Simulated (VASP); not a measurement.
Here is a VASP 6.6.1 calculation.

File INCAR:

```
PREC = Accurate
ENCUT = 600
EDIFF = 1E-6
ISMEAR = 0
SIGMA = 0.03
LREAL = F
LASPH = T
NELM = 80
ALGO = Normal
ISIF = 3
LWAVE = F
LCHARG = F
METAGGA = R2SCAN
LMIXTAU = T
IBRION = 2
NSW = 90
EDIFFG = -0.01
```

KPOINTS

```
Automatic mesh
0
Gamma
  10 10 10
```

The input POSCAR:

```
Ge
1.0
    0.0000000000      2.8289100000      2.8289100000
    2.8289100000      0.0000000000      2.8289100000
    2.8289100000      2.8289100000      0.0000000000
Ge
2
Direct
    0.0000000000      0.0000000000      0.0000000000
    0.2500000000      0.2500000000      0.2500000000
```

Potentials or basis: VASP PAW PBE potentials, release 64 (Ge_d).

Run with:

```sh
$ cat potpaw_PBE.64/Ge_d/POTCAR > POTCAR
$ mpirun -np 1 vasp_std > vasp.out
```

Task: Estimate the space group after relaxing (to 0.05 Å).

Result: Fd-3m (No. 227).

Task: What does it give for the relaxed volume?

Result: 22.87 Å³/atom.

The path:
| step | energy change (eV) | largest force (eV/Å) | pressure (GPa) | volume (Å³) |
| --- | --- | --- | --- | --- |
| 1 | 0.0000 | 0.0000 | 0.75 | 45.28 |
| 2 | -0.0008 | 0.0000 | -0.27 | 45.98 |
| 3 | -0.0011 | 0.0000 | 0.00 | 45.73 |

Caveat: the PAW data sets were made with another functional, which shifts forces and pressure a little. Zero-point motion and thermal expansion aren't in these numbers.
